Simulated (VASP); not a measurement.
Data:

```
CELL_PARAMETERS angstrom
      0.00000     2.83586     2.83586
      2.83586     0.00000     2.83586
      2.83586     2.83586     0.00000
ATOMIC_POSITIONS crystal
  Ca 0.00000 0.00000 0.00000
  F  0.25000 0.25000 0.25000
  F  0.75000 0.75000 0.75000
```

Calculation: r2SCAN meta-GGA, VASP's PBE PAW potentials (set 64) (plane waves; VASP). Settings: 600 eV cut-off, 6×6×6 Γ-centred mesh, Gaussian smearing of 0.050 eV, potentials Ca_sv F.

Task: Give the stress tensor in GPa (positive for a compressed cell).

Result: 
```
-8.37   0.00   0.00
 0.00  -8.37   0.00
 0.00   0.00  -8.37
```
The pressure is its mean diagonal, -8.37 GPa.

The compound is CaF2 in the fluorite structure. This cell was strained or had an atom moved on purpose.
